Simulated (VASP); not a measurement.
VASP ran on this input.

File KPOINTS:
```
Regular mesh
0
G
  13 13 7
0 0 0
```

INCAR:
```
# general
SYSTEM   =  Hf
PREC     =  Accurate
ENCUT    =  520
LREAL    =  .False.
LASPH    =  .True.

# electronic loop
EDIFF    =  1E-7
NELM     =  100
ALGO     =  Normal
LMAXMIX  =  6

# smearing
ISMEAR   =  1
SIGMA    =  0.1

# functional
GGA      =  PE

# ions
IBRION   =  2
NSW      =  30
ISIF     =  4
EDIFFG   =  -0.01

# output
LWAVE    =  .False.
LCHARG   =  .False.
```

**POSCAR**
```
Hf
1
    1.6322146381    -2.8270786428     0.0000000000
    1.6322146381     2.8270786428     0.0000000000
    0.0000000000     0.0000000000     5.1588292675
Hf
2
Direct
  0.3333330000   0.6666670000   0.2500000000
  0.6666670000   0.3333330000   0.7500000000
```

POTCAR, in this order: Hf_pv (PBE.64 set). Program: vasp_std.

Write an equivalent input for Quantum ESPRESSO's pw.x.

One equivalent input (not run):
```
&CONTROL
  calculation = 'vc-relax'
  pseudo_dir = './pseudo'
  outdir = './out'
  tprnfor = .true.
  tstress = .true.
  nstep = 30
  forc_conv_thr = 0.00039
/
&SYSTEM
  ibrav = 0
  nat = 2
  ntyp = 1
  ecutwfc = 58
  occupations = 'smearing'
  smearing = 'methfessel-paxton'
  degauss = 0.00735
  input_dft = 'pbe'
/
&ELECTRONS
  conv_thr = 7.3e-09
  electron_maxstep = 100
/
&IONS
/
&CELL
  cell_dofree = 'shape'
/
ATOMIC_SPECIES
  Hf 178.490 Hf.upf
CELL_PARAMETERS angstrom
     1.6322146   -2.8270786    0.0000000
     1.6322146    2.8270786    0.0000000
     0.0000000    0.0000000    5.1588293
ATOMIC_POSITIONS crystal
  Hf   0.3333330  0.6666670  0.2500000
  Hf   0.6666670  0.3333330  0.7500000
K_POINTS automatic
  13 13 7 0 0 0
```
The two are equivalent in intent, not identical: the potentials are each code's own (VASP's PAW set, PseudoDojo norm-conserving files in pw.x), so ENCUT and ecutwfc are chosen apart and not converted; conv_thr bounds pw.x's estimated SCF error, while EDIFF bounds the energy change between steps; forc_conv_thr acts on force components and is met together with etot_conv_thr.

The compound is Hf in the hcp structure. This cell is one point of a volume scan, at 1.06 of the reference volume. Symmetry was kept, so distortions that lower it aren't found.
